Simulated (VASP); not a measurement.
Shape and ions are relaxed at each volume.

Energy against volume of ZnF$_{2}$ (rutile). All values below come from r2SCAN meta-GGA, VASP's PBE PAW potentials (set 64) (plane waves; VASP).

```json
[
 {"V (Å³/atom)": "10.873", "E (eV/atom)": "-7.59183"},
 {"V (Å³/atom)": "11.220", "E (eV/atom)": "-7.60610"},
 {"V (Å³/atom)": "11.567", "E (eV/atom)": "-7.61108"},
 {"V (Å³/atom)": "11.914", "E (eV/atom)": "-7.60823"},
 {"V (Å³/atom)": "12.261", "E (eV/atom)": "-7.59895"}
]
```

### Question
Fit a third-order Birch-Murnaghan equation of state.

### Answer

```yaml
volume_per_atom: 11.60 Å³/atom
bulk_modulus: 117 GPa
pressure_derivative_of_the_bulk_modulus: 5.09
```

The compound is ZnF2 in the rutile structure. It was relaxed first.
